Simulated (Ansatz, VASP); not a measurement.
# Cross-check of Si (Silicon) between VASP and Ansatz, part 2 of 2

Aim: how closely do two programs agree when they are given the same cell, functional and k mesh? The cell is taken from a series of VASP runs on this material, whose earlier steps may have relaxed, scaled or displaced it; both programs get it as it stands.

VASP 6.6.1 and Ansatz 0.2.0.

So far: The structure; VASP: band structure, PBE0.

## 3. Ansatz: band structure, PBE0

Level of this step: Ansatz beside VASP: Kohn-Sham DFT, plane waves, PBE0 (Ansatz).

Ansatz runs on its default PAW (the set named soft_2) files.

The same cell, functional, mesh and smearing now go to Ansatz, which takes its cutoff from its data sets.

Contents of input.yaml:

```yaml
crystal:
  lattice:
    - [0.0, 2.71548, 2.71548]
    - [2.71548, 0.0, 2.71548]
    - [2.71548, 2.71548, 0.0]
  atoms:
    - { symbol: Si, position: [0.75, 0.75, 0.75] }
    - { symbol: Si, position: [0.5, 0.5, 0.5] }
hamiltonian:
  xc: pbe0
  pseudopotentials: { kind: paw }
kpoints:
  mp_grid: { grid: [5, 5, 5] }
  band_path:
    path:
      - [0.0, 0.0, 0.0]
      - [0.44444, 0.0, 0.44444]
      - [0.5, 0.0, 0.5]
      - [0.5, 0.22222, 0.72222]
      - [0.40278, 0.34722, 0.75]
      - [0.125, 0.125, 0.25]
      - [0.27778, 0.27778, 0.27778]
      - [0.55556, 0.38889, 0.55556]
      - [0.58333, 0.25, 0.66667]
      - [0.5, 0.30556, 0.69444]
      - [0.48611, 0.48611, 0.52778]
      - [0.625, 0.25, 0.625]
      - [0.5, 0.0, 0.5]
    npoints: 1
scf:
  occupations: { method: gaussian, width: 0.03 }
  n_extra_bands: 7
output:
  forces: true
  stress: true
  eigenvalues: true
```

The run is started by

```console
$ ansatz run input.yaml --threads 4 --pin off --max-ram 9216MiB --backend cpu --events-out ev --progress --plain --runs-dir out
```

Numbers of over 12 decimals in the logs are rounded to 6 here.

What it wrote:

```text
Warning: output.stress: scf.convergence.dr2_threshold = 1e-7 eV (the SCF's general default) is looser than the 2e-10 eV advised for a printed stress (1e-10 eV for each atom of the cell: 2). What an SCF threshold leaves in a stress goes as its square root, and in the free energy as the threshold itself, and one threshold admits the most on a small cell: [figures from the program's tests cut] Set scf.convergence.dr2_threshold to 2e-10 eV or tighter. The threshold is an SCF's pass mark: one that does not reach it within its budget of iterations ends unconverged, or closes short of it on a stop that the run arms, and scf.convergence.dr2_threshold's page says what that costs each kind of run
Warning: output.stress: scf.exx.energy_threshold = 1e-6 eV is looser than the 2e-8 eV advised for a stress under a hybrid functional (1e-8 eV for each atom of the cell: 2). Every SCF of the exchange loop can meet its threshold on dr2 while the loop round them stops early: no threshold on dr2 bounds what that leaves in the stress. Set scf.exx.energy_threshold to 2e-8 eV or tighter. The threshold is the loop's pass mark: a loop that does not reach it within its budget of cycles ends unconverged, and scf.exx.energy_threshold's page has the law
scf.n_extra_bands = 7 over 4 filled bands (N_el = 8.0): the run solves 11 bands
Engine: ansatz 0.2.0, x86_64-unknown-linux-gnu
Pseudopotentials: kind: paw
Pseudopotential: Si, paw, valence charge 4, recommended cutoff 420 eV (normal), Si.paw.azcp
Functional definition: PBE0
  parameter a = 0.25
  parameter kappa = 0.804
  parameter beta = 0.066725
  exchange = (1 - a)*pbe_x(kappa = kappa, mu = beta*pi^2/3) + a*exact_x
  correlation = pbe_c(beta = beta)
Crystal: 2 atoms, lattice volume = 40.047 Å³
Basis set: ecut = 420 eV, 749 PW (Γ), exchange–correlation on 54×54×54 points (8 copies of the dense FFT grid, shifted against one another)
Bands: 11, of which v1, the nominal top of the filled ones, is band 4 counted from 1 (3 counted from 0)
Symmetry: 48 space group operations
Space group: Fd-3m (ITA 227), of the structure as read, at distance tolerance 3.4e-5 Å
k-points: 10 of 125
Non-local potential: Si, projectors of the file, l = 0: 2, l = 1: 2, l = 2: 2
PAW form: soft (Blöchl's): semilocal exchange-correlation on the pseudo side does not see the compensation charge
PAW frozen core: Si, regenerated for the run's functional, and the local potential with it (the file was generated under x = pbe(κ = 0.804, μ = 0.219515), c = pbe(β = 0.066725))
PAW one-centre angular grid: Si, 110 points (default); XC on 64 Gauss nodes
Initial density: superposition of atomic densities (neutral atoms: chi_scale 0, normalization atom), corrected by the library's trained network
Initial wavefunctions: pseudopotential atomic-orbital guess
Functional: x = pbe(κ = 0.804, μ = 0.219515), c = pbe(β = 0.066725), warm-up for x = 0.75 pbe(κ = 0.804, μ = 0.219515) + 0.25 exact, c = pbe(β = 0.066725)
SCF iter   1: F=—  HF=-1271.543885 eV  |F-HF|=—  |Δ(HF+E_count)|=         —  Δρ=6.89e-4  dr2=1.61e-4  ethr=1.77e-3  ⟨swp⟩=7.8  Hψ=556  notcnv=0
preconditioner: auto → none  [insulator: Δε(μ)=0.573 eV  Ē_g=11.848 eV  σ=0.030 eV  W_gap=1.00  n_scr=8 (ndim 8)  ℏωp=16.6 eV  f_vac=0.000  D(μ)=0.00/eV (n_scr^D=0)]
SCF iter   2: F=-1271.544030 eV  HF=-1271.543989 eV  |F-HF|=4.15e-5  |Δ(HF+E_count)|=   1.04e-4  Δρ=3.29e-4  dr2=2.67e-5  ethr=2.01e-6  ⟨swp⟩=4.1  Hψ=254  notcnv=0  defer=4
SCF 1 stopped early in 2 iterations: F = -1271.544030 eV  dr2 = 2.67e-5
  greatest PAW one-centre occupation: 0.631 electrons in one spin orbital (limit 2), on the Si atom at site 1 (counted from 0), in its partial waves of l = 0
Initial density: handed on by an earlier stage of this run
Initial wavefunctions: those handed on with the density
Functional: x = 0.75 pbe(κ = 0.804, μ = 0.219515) + 0.25 exact, c = pbe(β = 0.066725)
Frozen-core exchange: fock
SCF iter   1: F=—  HF=-1272.873664 eV  |F-HF|=—  |Δ(HF+E_count)|=         —  Δρ=3.01e-3  dr2=2.63e-3  ethr=3.34e-6  ⟨swp⟩=6.5  Hψ=524  notcnv=0
preconditioner: auto → none  [insulator: Δε(μ)=1.751 eV  Ē_g=14.129 eV  σ=0.030 eV  W_gap=1.00  n_scr=8 (ndim 8)  ℏωp=16.6 eV  f_vac=0.000  D(μ)=0.00/eV (n_scr^D=0)]
SCF iter   2: F=—  HF=-1272.872640 eV  |F-HF|=—  |Δ(HF+E_count)|=   1.02e-3  Δρ=1.38e-3  dr2=1.16e-3  ethr=3.34e-6  ⟨swp⟩=3.0  Hψ=189  notcnv=0
SCF iter   3: F=—  HF=-1272.876427 eV  |F-HF|=—  |Δ(HF+E_count)|=   3.79e-3  Δρ=5.22e-4  dr2=9.45e-5  ethr=3.34e-6  ⟨swp⟩=3.5  Hψ=203  notcnv=0
iter 4 solved again at ethr=7.81e-8 eV; its pass at ethr=9.08e-7 eV (dr2=6.25e-6 eV) is discarded
SCF iter   4: F=—  HF=-1272.876498 eV  |F-HF|=—  |Δ(HF+E_count)|=   7.14e-5  Δρ=1.41e-4  dr2=6.93e-6  ethr=7.81e-8  ⟨swp⟩=2.1  Hψ=305  notcnv=0
SCF iter   5: F=-1272.876495 eV  HF=-1272.876496 eV  |F-HF|=2.14e-7  |Δ(HF+E_count)|=   2.28e-6  Δρ=2.17e-5  dr2=5.34e-7  ethr=7.81e-8  ⟨swp⟩=2.0  Hψ=150  notcnv=0
SCF 2 stopped early in 5 iterations: F = -1272.876495 eV  dr2 = 5.34e-7
  greatest PAW one-centre occupation: 0.634 electrons in one spin orbital (limit 2), on the Si atom at site 1 (counted from 0), in its partial waves of l = 0
hybrid outer 1: dexx = +4.925e-3 eV, tail = 2.35e-6 eV
Frozen-core exchange: fock
SCF iter   1: F=—  HF=-1272.876493 eV  |F-HF|=—  |Δ(HF+E_count)|=         —  Δρ=1.31e-5  dr2=3.62e-8  ethr=1.47e-7  ⟨swp⟩=5.5  Hψ=342  notcnv=0
preconditioner: auto → none  [insulator: Δε(μ)=1.812 eV  Ē_g=14.140 eV  σ=0.030 eV  W_gap=1.00  n_scr=8 (ndim 8)  ℏωp=16.6 eV  f_vac=0.000  D(μ)=0.00/eV (n_scr^D=0)]
SCF iter   2: F=-1272.876493 eV  HF=-1272.876493 eV  |F-HF|=1.13e-9  |Δ(HF+E_count)|=   3.58e-8  Δρ=6.52e-6  dr2=4.72e-9  ethr=3.69e-10  ⟨swp⟩=3.4  Hψ=200  notcnv=0
SCF 3 converged in 2 iterations: F = -1272.876493 eV  dr2 = 4.72e-9
  Residual-converged pass: ⟨swp⟩=3.0  Hψ=180  notcnv=0  max |occ|·‖R‖ = 2.1e-6 eV (tolerance 2.4e-6 eV)  dr2=4.78e-9  dr2_onsite=4.23e-10  max |Δocc| = 0.0e0
hybrid outer 2: dexx = +5.405e-8 eV, tail = 1.10e-8 eV, Δε = 3.08e-4 eV (about 2.31e-5 eV left of the loop's levels)
NSCF: frozen V_eff on 13 k-points
hybrid SCF converged: 2 outer / 7 inner (+2 warm-up), last move |dexx| = 5.41e-8 eV, tail = 1.10e-8 eV
Stability not checked: this state was not tested for a lower state beside it, because the functional holds exact exchange (a hybrid, or Hartree-Fock), whose exchange loop this test does not read (fock_operator; see scf.lower_state_search)
Free energy (F): -1272.876493 eV
Frozen-core exchange: fock
Harris-Foulkes:  -1272.876493 eV  (|F-HF|=1.13e-9)
Internal energy: -1272.876493 eV  (E = F + TS)
E sigma→0 (E₀):  -1272.876493 eV
Fermi energy:    6.463159 eV
--- Per-component energies (eV) ---
  E_band       = -0.642209
  E_kinetic    = 81.194992
  E_local      = -53.959296  (includes V_loc(G=0)·N_el)
  E_nonlocal   = 50.644329
  E_hartree    = 15.066050
  E_xc         = -85.615218
  E_vxc        = -73.055845  (∫ρ·V_xc dr)
  E_exx        = -14.434776  (= α·E_x^exact, valence–valence)
  E_paw        = -1037.138490  (= ΣΔE_a)
  E_vpaw       = -6.728803  (= ΣTr[D̂ρ^β])
  E_aug_tail   = 0.000012  (compensation charges beyond the density's cutoff)
  E_ewald      = -228.520872
  E_core_change = -0.113223  (= ΣΔE_core)
  E_smearing   = -0.000000  (= −TS)
  E_closure    = 0.000000  (closes the sum)
  Σ components = -1272.876493   (vs F -1272.876493, Δ=0.00e0)
--- Forces (eV/Å), atoms counted from 1 ---
  atom   1  Si     0.00000000    -0.00000000    -0.00000000
  atom   2  Si     0.00000000    -0.00000000    -0.00000000
  max |Σ_I F_I| component: 6.48e-17 eV/Å
--- Stress (GPa, compression-positive) ---
        0.508995      -0.000000       0.000000
       -0.000000       0.508995      -0.000000
        0.000000       0.000000       0.508995
  P = ⅓ Tr σ = 0.5090 GPa (5.090 kbar)
--- Band table (eV; the first three rows and the last of 10) ---
  k-point 0: bands = [-7.8245, 5.5572, 5.5572, 5.5572, 9.5513, 9.5513, 9.5513, 10.5735, ... 3 higher]
  k-point 1: bands = [-7.2506, 2.2477, 4.9345, 4.9345, 9.2053, 10.4186, 10.4186, 13.3557, ... 3 higher]
  k-point 2: bands = [-5.7326, -1.4623, 4.3055, 4.3055, 8.5608, 10.4655, 10.4655, 15.0045, ... 3 higher]
  k-point 9: bands = [-4.3108, -1.7828, 1.1500, 2.2676, 10.4145, 10.7602, 11.6156, 15.1702, ... 3 higher]
```

It took 13 s on 4 threads of Intel Xeon at 2.60GHz (Ice Lake), shared host; peak memory 0.58 GiB; 45 s of CPU time.

## 4. Comparison

Known differences besides the potentials themselves: exact exchange at q = 0 is treated differently, which shows on coarse meshes; VASP keeps PBE cores, Ansatz makes them for the functional; the cutoff is 420 eV in Ansatz and 350 eV in VASP; VASP takes a coarser grid for exact exchange (PRECFOCK = Fast). Total energies have different zeros and are not compared.

The two programs side by side:

| quantity | Ansatz | VASP | difference |
| --- | --- | --- | --- |
| gap over the path points (eV) | 1.822 | 1.852 | -0.030 |

Levels at points of the path, from each program's valence-band top (eV; 4 filled, then empty):

| k (reciprocal lattice) | Ansatz | VASP |
| --- | --- | --- |
| 0.000 0.000 0.000 | -13.38 0.00 0.00 0.00 3.99 3.99 3.99 | -13.36 0.00 0.00 0.00 4.01 4.01 4.01 |
| 0.444 0.000 0.444 | -9.68 -7.75 -3.12 -3.12 1.82 2.25 11.35 | -9.67 -7.74 -3.12 -3.12 1.85 2.29 11.38 |
| 0.500 0.000 0.500 | -8.76 -8.76 -3.17 -3.17 1.96 1.96 12.22 | -8.75 -8.75 -3.17 -3.17 1.99 1.99 12.24 |
| 0.500 0.222 0.722 | -8.57 -8.57 -4.24 -4.24 5.37 5.37 7.10 | -8.56 -8.56 -4.22 -4.22 5.40 5.40 7.12 |
| 0.403 0.347 0.750 | -9.18 -8.10 -4.75 -2.88 2.76 5.67 8.81 | -9.17 -8.10 -4.73 -2.87 2.79 5.69 8.84 |
| 0.125 0.125 0.250 | -12.78 -2.96 -1.73 -0.30 4.56 4.61 4.77 | -12.78 -2.94 -1.71 -0.28 4.59 4.63 4.79 |
| 0.278 0.278 0.278 | -12.29 -4.91 -0.94 -0.94 3.33 5.05 5.05 | -12.28 -4.89 -0.94 -0.94 3.36 5.08 5.08 |
| 0.556 0.389 0.556 | -10.43 -7.65 -3.22 -1.84 3.50 5.59 6.04 | -10.42 -7.64 -3.19 -1.83 3.54 5.61 6.07 |
| 0.583 0.250 0.667 | -9.14 -8.12 -4.72 -3.06 3.06 5.69 8.45 | -9.13 -8.12 -4.70 -3.05 3.09 5.71 8.48 |
| 0.500 0.306 0.694 | -9.37 -7.86 -4.59 -3.48 5.04 5.45 7.14 | -9.36 -7.85 -4.58 -3.47 5.07 5.48 7.17 |

Among the levels compared at these points, filled levels agree within 24 meV and empty ones within 33 meV.

## 5. Summary of results

* difference in gap over the path points (band structure, PBE0): -0.030 eV

What this shows: The difference in gap over the path points is -0.030 eV (band structure, PBE0), within the 0.08 eV picked in this series as the mark of a large difference. How closely two codes agree says nothing of how well the functional describes the real material.

[Lines on the potential files, build, host, timing and source positions are cut from VASP's logs without a mark.]

[Logs are printed without paths, hosts, clocks, repeated set-up lines and the standing remarks that a program may print on its own settings, such as how far it seeks lower states.]

[Hosts, paths, dates, database ids (printed as entryN), source tags and the programs' standing remarks are cut or masked in the printed files.]
